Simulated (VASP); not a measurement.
Calculation: vdW-DF2, VASP's PBE PAW potentials (set 64) (plane waves; VASP).

A VASP calculation is set up with these files.

File KPOINTS:
```
Automatic mesh
0
Gamma
11 11 11
0 0 0
```

INCAR:
```
SYSTEM = Ge
PREC = Accurate; ENCUT = 520; LREAL = .FALSE.
LASPH = .TRUE.
EDIFF = 1E-7; NELM = 100; ALGO = Normal
LMAXMIX = 4
ISMEAR = 1; SIGMA = 0.1
GGA = ML; LUSE_VDW = .TRUE.; AGGAC = 0.0
ZAB_VDW = -1.8867
ISIF = 2
LWAVE = .FALSE.; LCHARG = .FALSE.
```

File POSCAR:
```
Ge
1
    0.0000000000     2.9202731245     2.9202731245
    2.9202731245     0.0000000000     2.9202731245
    2.9202731245     2.9202731245     0.0000000000
Ge
2
Direct
  0.0000000000   0.0000000000   0.0000000000
  0.2500000000   0.2500000000   0.2500000000
```

POTCAR, in this order: Ge_d (PBE.64 set). Program: vasp_std.

The run wrote:

### OSZICAR
```
       N       E                     dE             d eps       ncg     rms          rms(c)
DAV:   1     0.174330985554E+03    0.17433E+03   -0.15697E+04  2034   0.414E+03
DAV:   2     0.203412422551E+02   -0.15399E+03   -0.15179E+03  2024   0.547E+02
DAV:   3    -0.105919099782E+01   -0.21400E+02   -0.21193E+02  2248   0.153E+02
DAV:   4    -0.175389093805E+01   -0.69470E+00   -0.69343E+00  2266   0.312E+01
DAV:   5    -0.176706546582E+01   -0.13175E-01   -0.13173E-01  2252   0.451E+00    0.236E+00
DAV:   6    -0.170381952127E+01    0.63246E-01   -0.61514E-02  2510   0.152E+00    0.146E+00
DAV:   7    -0.166639651682E+01    0.37423E-01   -0.15807E-01  2578   0.227E+00    0.170E-01
DAV:   8    -0.166695251899E+01   -0.55600E-03   -0.57424E-03  2170   0.810E-01    0.702E-02
DAV:   9    -0.166691409294E+01    0.38426E-04   -0.81390E-04  2436   0.220E-01    0.178E-02
DAV:  10    -0.166691057694E+01    0.35160E-05   -0.44449E-05  2120   0.964E-02    0.607E-03
DAV:  11    -0.166691272767E+01   -0.21507E-05   -0.42652E-06  2248   0.279E-02    0.208E-03
DAV:  12    -0.166691334923E+01   -0.62155E-06   -0.51224E-07  2040   0.929E-03    0.390E-04
DAV:  13    -0.166691332679E+01    0.22436E-07   -0.26693E-08  1096   0.208E-03
   1 F= -.16669133E+01 E0= -.16667912E+01  d E =-.366514E-03
```

OUTCAR:
```
------------------------ aborting loop because EDIFF is reached ----------------------------------------
  FORCE on cell =-STRESS in cart. coord.  units (eV):
  Direction    XX          YY          ZZ          XY          YZ          ZX
  --------------------------------------------------------------------------------------
  Total        0.9130774      0.9130774      0.9130774      0.0000000      0.0000000      0.0000000
  in kB       29.3709347     29.3709347     29.3709347      0.0000000      0.0000000      0.0000000
  external PRESSURE =      29.3709347 kB  Pullay stress =       0.0000000 kB
  volume of cell :       49.81
      direct lattice vectors                 reciprocal lattice vectors
     0.000000000  2.920273124  2.920273124    -0.171216862  0.171216862  0.171216862
     2.920273124  0.000000000  2.920273124     0.171216862 -0.171216862  0.171216862
     2.920273124  2.920273124  0.000000000     0.171216862  0.171216862 -0.171216862
 POSITION                                       TOTAL-FORCE (eV/Angst)
 -----------------------------------------------------------------------------------
      0.00000      0.00000      0.00000        -0.000000     -0.000000     -0.000000
      1.46014      1.46014      1.46014         0.000000      0.000000      0.000000
 -----------------------------------------------------------------------------------
    total drift:                               -0.000000      0.000000      0.000000
  FREE ENERGIE OF THE ION-ELECTRON SYSTEM (eV)
  ---------------------------------------------------
  free  energy   TOTEN  =        -1.6669133268 eV

  energy  without entropy=       -1.6665468128  energy(sigma->0) =       -1.66679116
```
(Selected blocks of OUTCAR.)

The compound is Ge in the diamond structure. This cell is one point of a volume scan, at 0.94 of the reference volume.
